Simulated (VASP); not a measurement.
## Mg16Ge7As (a cell with a defect): electric field gradients with PBE

Mg16Ge7As (a cell with a defect):

```
Mg As Ge
1.0
     0.00000    6.37800    6.37800
     6.37800    0.00000    6.37800
     6.37800    6.37800    0.00000
Mg As Ge
16 1 7
Direct
  0.12500 0.12500 0.12500
  0.12500 0.12500 0.62500
  0.12500 0.62500 0.12500
  0.12500 0.62500 0.62500
  0.62500 0.12500 0.12500
  0.62500 0.12500 0.62500
  0.62500 0.62500 0.12500
  0.62500 0.62500 0.62500
  0.37500 0.37500 0.37500
  0.37500 0.37500 0.87500
  0.37500 0.87500 0.37500
  0.37500 0.87500 0.87500
  0.87500 0.37500 0.37500
  0.87500 0.37500 0.87500
  0.87500 0.87500 0.37500
  0.87500 0.87500 0.87500
  0.00000 0.00000 0.00000
  0.00000 0.00000 0.50000
  0.00000 0.50000 0.00000
  0.00000 0.50000 0.50000
  0.50000 0.00000 0.00000
  0.50000 0.00000 0.50000
  0.50000 0.50000 0.00000
  0.50000 0.50000 0.50000
```

| Quantity | Value |
| --- | --- |
| Program | VASP 6.6.1 |
| Task | electric field gradients |
| Functional | PBE |
| Potentials or basis | VASP PAW PBE potentials, release 64 (Mg, As, Ge_d) |
| Cutoff | 520 eV |
| k mesh | 3 × 3 × 3 |
| Occupations | fermi-dirac, width 0.01 eV |
| Spin | no spin polarisation |
| Dipole correction | no |
| Charge | 1 |
| Further INCAR settings | LREAL = Auto; ALGO = Fast; EDIFF = 1e-08; NBANDS = 86; NELECT = 134.0 |

* Largest force: 0.503 eV/Å
* Band gap on the k mesh: none (metal or under the smearing width)

Forces on the atoms (eV/Å):
```
Mg   0.291  0.291  0.291
Mg  -0.291 -0.291  0.291
Mg  -0.291  0.291 -0.291
Mg  -0.051  0.051  0.051
Mg   0.291 -0.291 -0.291
Mg   0.051 -0.051  0.051
Mg   0.051  0.051 -0.051
Mg  -0.051 -0.051 -0.051
Mg   0.051  0.051  0.051
Mg  -0.051 -0.051  0.051
Mg  -0.051  0.051 -0.051
Mg  -0.291  0.291  0.291
Mg   0.051 -0.051 -0.051
Mg   0.291 -0.291  0.291
Mg   0.291  0.291 -0.291
Mg  -0.291 -0.291 -0.291
As   0.000  0.000  0.000
Ge   0.000  0.000  0.000
Ge   0.000  0.000  0.000
Ge   0.000  0.000  0.000
Ge   0.000  0.000  0.000
Ge   0.000  0.000  0.000
Ge   0.000  0.000  0.000
Ge   0.000  0.000  0.000
```

Levels at points of the mesh, in eV from the Fermi level:
```tsv
k point	band 64	band 65	band 66	band 67	band 68	band 69	band 70	band 71
(0.00, 0.00, 0.00)	-0.65	-0.15	-0.01	-0.01	-0.01	0.12	0.12	0.49
```

Electric field gradients, principal values (V/Å²):
| atom | Vxx | Vyy | Vzz |
| --- | --- | --- | --- |
| 1 Mg | -2.785 | -2.785 | 5.571 |
| 2 Mg | -2.785 | -2.785 | 5.571 |
| 3 Mg | -2.785 | -2.785 | 5.571 |
| 4 Mg | 0.178 | 0.178 | -0.355 |
| 5 Mg | -2.785 | -2.785 | 5.571 |
| 6 Mg | 0.178 | 0.178 | -0.355 |
| 7 Mg | 0.178 | 0.178 | -0.355 |
| 8 Mg | 0.178 | 0.178 | -0.355 |
| 9 Mg | 0.178 | 0.178 | -0.355 |
| 10 Mg | 0.178 | 0.178 | -0.355 |
| 11 Mg | 0.178 | 0.178 | -0.355 |
| 12 Mg | -2.785 | -2.785 | 5.571 |
| 13 Mg | 0.178 | 0.178 | -0.355 |
| 14 Mg | -2.785 | -2.785 | 5.571 |
| 15 Mg | -2.785 | -2.785 | 5.571 |
| 16 Mg | -2.785 | -2.785 | 5.571 |
| 17 As | -0.001 | -0.001 | 0.001 |
| 18 Ge | -12.251 | -13.486 | 25.737 |
| 19 Ge | -12.251 | -13.486 | 25.737 |
| 20 Ge | -12.251 | -13.493 | 25.744 |
| 21 Ge | -12.251 | -13.486 | 25.737 |
| 22 Ge | -12.251 | -13.493 | 25.744 |
| 23 Ge | -12.251 | -13.493 | 25.744 |
| 24 Ge | 0.003 | 0.003 | -0.006 |

Wall time 4.9 min on 1 thread of Intel(R) Xeon(R) 6975P-C (Granite Rapids), on a shared host, peak memory 0.77 GiB.

Caveat: the cell carries a net charge on a neutralising background, which shifts energy and pressure; the cell is charged against a uniform background, so pressure and absolute levels hang on convention.
